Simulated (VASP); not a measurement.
# Sr2H4Ir (P1) in VASP: single point with PBE

Aim: the single point of Sr2H4Ir with PBE.

Program: VASP 6.6.1. These are calculated values, not measurements. Logs are shortened: lines on timing, memory, paths and dates and some standing lists are left out, and cuts for length are marked.

## (1) The structure

The typed cell holds 7 atoms: a = 5.359 Å, b = 5.648 Å, c = 5.470 Å, α = 117.13°, β = 115.29°, γ = 95.08°.

The cell was built by a generator and needn't be a form met in nature.

## (2) Single point, PBE

Input file INCAR:

```
SYSTEM = Sr2H4Ir
PREC     = Accurate       ! precision mode
ENCUT    = 520            ! plane-wave cutoff, eV
EDIFF    = 1E-7           ! SCF threshold, eV
ISMEAR   = -1             ! smearing method
SIGMA    = 0.1            ! smearing width, eV
LREAL    = .False.        ! projectors in reciprocal space
LASPH    = .True.         ! aspherical terms in the spheres
NELM     = 100            ! most SCF steps
ALGO     = Normal         ! electronic algorithm
ISIF     = 2              ! what is computed and relaxed
LWAVE    = .False.        ! write WAVECAR
LCHARG   = .False.        ! write CHGCAR
GGA      = PE             ! functional
NBANDS   = 26             ! bands
```

Input file KPOINTS:

```
Automatic mesh
0
Gamma
  4 4 4
  0 0 0.5
```

Input file POSCAR:

```
Sr2H4Ir
1.0
   -2.7582960000      2.8447270000      3.6077650000
    2.9841580000     -2.8954030000      3.8220830000
    2.8134060000      2.9505130000     -3.6470390000
H Ir Sr
4 1 2
Direct
    0.2226290000      0.1991240000      0.4403570000
    0.1910550000      0.7868670000      0.9969130000
    0.8117350000      0.8039780000      0.6229830000
    0.7811220000      0.2145760000      0.9949910000
    0.0009520000      0.9451580000      0.9682890000
    0.7589650000      0.2520060000      0.4752310000
    0.2319490000      0.7450710000      0.5153410000
```

Potentials or basis: VASP PAW PBE potentials, release 64 (H, Ir, Sr_sv).

On the command line:

```
$ cat potpaw_PBE.64/H/POTCAR potpaw_PBE.64/Ir/POTCAR potpaw_PBE.64/Sr_sv/POTCAR > POTCAR
$ mpirun -np 1 vasp_std > vasp.out
```

OUTCAR:

```text
SYSTEM = Sr2H4Ir
   PREC = Accurate
   ENCUT = 520
   EDIFF = 1E-7
   ISMEAR = -1
   LREAL = .False.
   LASPH = .True.
   NELM = 100
   ISIF = 2
   GGA = PE

 ion  position               nearest neighbor table
   1  0.223  0.199  0.440-   5 1.96   6 2.60   7 2.78   6 2.78   7 2.91
   2  0.191  0.787  0.997-   5 1.42   7 2.64   6 2.81   7 2.87   6 2.92
   3  0.812  0.804  0.623-   5 1.44   7 2.57   6 2.79   7 2.86   6 2.99
   4  0.781  0.215  0.995-   5 2.00   6 2.59   7 2.82   7 2.87   6 2.90
   5  0.001  0.945  0.968-   2 1.42   3 1.44   1 1.96   4 2.00   7 3.04   6 3.28   6 3.39   7 3.45
                             6 3.46   7 3.51   6 3.69   7 3.80
   6  0.759  0.252  0.475-   4 2.59   1 2.60   1 2.78   3 2.79   2 2.81   4 2.90   2 2.92   3 2.99
                             5 3.28   5 3.39   5 3.46   7 3.46   5 3.69   7 3.99   7 3.99   7 4.01
   7  0.232  0.745  0.515-   3 2.57   2 2.64   1 2.78   4 2.82   3 2.86   2 2.87   4 2.87   1 2.91
                             5 3.04   5 3.45   6 3.46   5 3.51   5 3.80   6 3.99   6 3.99   6 4.01

  LATTYP: Found a triclinic cell.
 ALAT       =     5.7956351004
 B/A-ratio  =     2.6355455550
 C/A-ratio  =     1.7467512027
 COS(alpha) =     0.0127422897
 COS(beta)  =     0.2975200208
 COS(gamma) =     0.9482371306

  Lattice vectors:

 A1 = (  -0.0551100000,  -5.7952400000,   0.0392740000)
 A2 = (   2.8739380000, -14.4858830000,   3.9006310000)
 A3 = (  -8.8368320000,  -2.9549470000,  -3.9578530000)

Analysis of symmetry for initial positions (statically):
=====================================================================
 Subroutine PRICEL returns:
 Original cell was already a primitive cell.

 Routine SETGRP: Setting up the symmetry group for a
 triclinic supercell.

 Subroutine GETGRP returns: Found  1 space group operations
 (whereof  1 operations were pure point group operations)
 out of a pool of  2 trial point group operations.

The static configuration has the point symmetry C_1 .

Analysis of symmetry for dynamics (positions and initial velocities):
=====================================================================
 Subroutine PRICEL returns:
 Original cell was already a primitive cell.

 Routine SETGRP: Setting up the symmetry group for a
 triclinic supercell.

 Subroutine GETGRP returns: Found  1 space group operations
 (whereof  1 operations were pure point group operations)
 out of a pool of  2 trial point group operations.

The dynamic configuration has the point symmetry C_1 .

 Subroutine INISYM returns: Found  1 space group operations
 (whereof  1 operations are pure point group operations),
 and found     1 'primitive' translations

[... 107 lines left out ...]
   NSW    =      0    number of steps for IOM
   IBRION =     -1    ionic relax: 0-MD 1-quasi-New 2-CG
   NFREE  =      0    steps in history (QN), initial steepest desc. (CG)
   ISIF   =      2    stress and relaxation
   ISYM   =      2    0-nonsym 1-usesym 2-fastsym
   POTIM  = 0.5000    time-step for ionic-motion
   TEBEG  =    0.0;   TEEND  =   0.0 temperature during run
   PSTRESS=    0.0 pullay stress
   NELECT =      33.0000    total number of electrons
   NUPDOWN=      -1.0000    fix difference up-down
   EMIN   =  10.00;   EMAX   =-10.00  energy-range for DOS
   EFERMI =   0.00;   METHOD = LEGACY
   ISMEAR =    -1;   SIGMA  =   0.10  broadening in eV -4-tet -1-fermi 0-gaus
   EFERMI_NEDOS =   21; number of points for ismear=-14 and -15
   IALGO  =     38    algorithm
   IMIX   =      4    mixing-type and parameters
     AMIX     =   0.40;   BMIX     =  1.00
     AMIX_MAG =   1.60;   BMIX_MAG =  1.00
  volume/ion in A,a.u.               =      17.81       120.20
  Fermi-wavevector in a.u.,A,eV,Ry     =   1.051099  1.986290 15.031853  1.104810
  Thomas-Fermi vector in A             =   2.186129
   LORBIT       =      0    0 simple, 1 ext, 2 COOP (PROOUT), +10 PAW based schemes
   GGA     = PE    functional components
   LHFCALC =     F    Hartree Fock is set to
   AEXX    =    0.0000 exact exchange contribution
   IVDW    =     0    specifies the selected vdW correction
   LEPSILON=     F    determine dielectric tensor
   LRPA    =     F    only Hartree local field effects (RPA)
 non-spin polarized calculation
  energy-cutoff  :      520.00
  volume of cell :      124.68
 maximum number of plane-waves:      3373
   NGX = 19   NGY = 21   NGZ = 21

 number of electron      33.0000001 magnetization

 Free energy of the ion-electron system (eV)
  ---------------------------------------------------
  ext. energy  EPLUGINS =         0.00000000
  ---------------------------------------------------
  free energy    TOTEN  =       -27.47746866 eV

  energy without entropy =      -27.40308295  energy(sigma->0) =      -27.44027580

 E-fermi :   2.7018     XC(G=0):  -8.5248

 val. band max:        2.6879960259   @ k =   0.5000   0.2500   0.1250
 cond. band min:       2.7024609879   @ k =   0.5000  -0.0000   0.3750
 fundamental gap:      0.0144649620
 Fermi energy:         2.7017737925

 k-point     1 :       0.0000   -0.0000    0.1250
  band No.  band energies     occupation
      1     -33.6808      2.00000
      2     -33.6158      2.00000
      3     -15.9927      2.00000
      4     -15.6923      2.00000
      5     -15.6342      2.00000
      6     -15.5908      2.00000
[... 685 lines left out ...]
     25       7.2316      0.00000
     26       7.6445      0.00000

 [... further k-points ...]
[... 5 lines left out ...]
  --------------------------------------------------------------------------------------
  -------------------------------------------------------------------------------------
  Total        0.6530448      3.4198794      1.1262106     -0.9492033     -0.1668904     -0.8294704
  in kB        8.3916342     43.9454943     14.4718206    -12.1972742     -2.1445443    -10.6587049
  external PRESSURE =      22.2696497 kB  Pullay stress =       0.0000000 kB

 VOLUME and BASIS-vectors are now :
 -----------------------------------------------------------------------------
  energy-cutoff  :      520.00
  volume of cell :      124.68
      direct lattice vectors                 reciprocal lattice vectors
    -2.758296000  2.844727000  3.607765000    -0.005754259  0.173531458  0.135950769
     2.984158000 -2.895403000  3.822083000     0.168584318 -0.000725798  0.129462464
     2.813406000  2.950513000 -3.647039000     0.170983431  0.170902110 -0.004032118

 POSITION                                       TOTAL-FORCE (eV/Angst)
 -----------------------------------------------------------------------------------
      1.21904      1.35605     -0.04174        -0.833350     -0.505783     -0.009883
      4.62587      1.20661      0.06097        -3.891544      4.187803     -0.237851
      1.91290      1.81944      3.72938        -3.273731     -3.755129     -0.001266
      1.28508      4.53653      0.00946        -0.781066      0.548941     -0.065097
      5.54206      0.12304      0.08452         8.997572     -0.597961      0.276461
     -0.00441      2.83156      1.96817         0.219210      0.095023     -0.797858
      3.03349      0.02307      1.80507        -0.437092      0.027106      0.835494
 -----------------------------------------------------------------------------------
    total drift:                                0.000123      0.000010     -0.000067

  FREE ENERGIE OF THE ION-ELECTRON SYSTEM (eV)
  ---------------------------------------------------
  free  energy   TOTEN  =       -27.4774686612 eV

  energy  without entropy=      -27.4030829474  energy(sigma->0) =      -27.44027580
```

OSZICAR:

```text
N       E                     dE             d eps       ncg     rms          rms(c)
DAV:   1     0.201287259974E+03    0.20129E+03   -0.14130E+04  1664   0.109E+03
DAV:   2    -0.104898153221E+02   -0.21178E+03   -0.18968E+03  1672   0.274E+02
DAV:   3    -0.283818039781E+02   -0.17892E+02   -0.17597E+02  2674   0.707E+01
DAV:   4    -0.293580902229E+02   -0.97629E+00   -0.96908E+00  2560   0.143E+01
DAV:   5    -0.293876109910E+02   -0.29521E-01   -0.29509E-01  2496   0.180E+00    0.257E+01
DAV:   6    -0.279223908310E+02    0.14652E+01   -0.14466E+00  2366   0.612E+00    0.133E+01
DAV:   7    -0.274661082953E+02    0.45628E+00   -0.12637E+00  2144   0.514E+00    0.389E+00
DAV:   8    -0.274836740887E+02   -0.17566E-01   -0.23526E-01  2614   0.290E+00    0.211E+00
DAV:   9    -0.274773765582E+02    0.62975E-02   -0.38455E-02  2400   0.120E+00    0.407E-01
DAV:  10    -0.274773332262E+02    0.43332E-04   -0.28938E-03  2102   0.242E-01    0.168E-01
DAV:  11    -0.274774487031E+02   -0.11548E-03   -0.43730E-04  2608   0.109E-01    0.464E-02
DAV:  12    -0.274774543056E+02   -0.56026E-05   -0.61367E-05  2622   0.364E-02    0.218E-02
DAV:  13    -0.274774689736E+02   -0.14668E-04   -0.24469E-05  1848   0.252E-02    0.107E-02
DAV:  14    -0.274774689884E+02   -0.14742E-07   -0.18822E-06  2792   0.625E-03    0.527E-03
DAV:  15    -0.274774686688E+02    0.31954E-06   -0.27255E-07  1608   0.263E-03    0.878E-04
DAV:  16    -0.274774686612E+02    0.76075E-08   -0.26695E-08  1296   0.840E-04
   1 F= -.27477469E+02 E0= -.27440276E+02  d E =-.743857E-01
```

stdout:

```text
POSCAR found type information on POSCAR H IrSr
 POSCAR found :  3 types and       7 ions
 scaLAPACK will be used
 LDA part: xc-table for (Slater+PW92), standard interpolation
 POSCAR, INCAR and KPOINTS ok, starting setup
 FFT: planning ... GRIDC
 FFT: planning ... GRID_SOFT
 FFT: planning ... GRID
 WAVECAR not read
 entering main loop
```

It took 1.9 min on 1 thread of Intel Xeon Platinum 8488C (Sapphire Rapids), shared host; peak memory 0.31 GiB.

What came out:

```yaml
Free_energy: -27.4775 eV
Pressure: 2.2 GPa
Largest_force: 9.022 eV/Å
Band_gap_on_the_k_mesh: none (metal or under the smearing width)
```

Forces on the atoms (eV/Å):
```
H   -0.833 -0.506 -0.010
H   -3.892  4.188 -0.238
H   -3.274 -3.755 -0.001
H   -0.781  0.549 -0.065
Ir   8.998 -0.598  0.276
Sr   0.219  0.095 -0.798
Sr  -0.437  0.027  0.835
```

Caveat: the k mesh is coarse (spacing up to 0.38 Å⁻¹), so the values aren't converged; forces of over 1 eV/Å show positions far from the minimum, so gaps and moduli don't describe the material at rest.
